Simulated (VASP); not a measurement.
Data:

```xyz
1
Lattice="-1.7141 1.7141 1.7141 1.7141 -1.7141 1.7141 1.7141 1.7141 -1.7141" Properties=species:S:1:pos:R:3 pbc="T T T"
Li     0.0000     0.0000     0.0000
```

Method: PBE GGA, VASP's PBE PAW potentials (set 64) (plane waves; VASP). Numerical set-up: 600 eV cut-off, 14×14×14 Γ-centred mesh, first-order Methfessel-Paxton smearing of 0.10 eV, potentials Li_sv.

Energy and stress use the plane-wave basis of the starting cell.

Q: The ions, cell shape and volume at an external pressure of 10.0 GPa are relaxed. Which structure does the run end with?

A: 
```xyz
1
Lattice="-1.5119 1.5119 1.5119 1.5119 -1.5119 1.5119 1.5119 1.5119 -1.5119" Properties=species:S:1:pos:R:3 pbc="T T T"
Li     1.5119     1.5119     1.5119
```
Space group Im-3m (229), at a tolerance of 0.03 Å.

Q: How do energy and volume change from the first to the last step?

A: The energy (σ→0) changes by +145.4 meV/atom and the volume by -31.4 %, in 18 ionic steps.

The compound is Li in the bcc structure. This run relaxes it under an external pressure of 10 GPa. Symmetry was kept, so distortions that lower it aren't found.
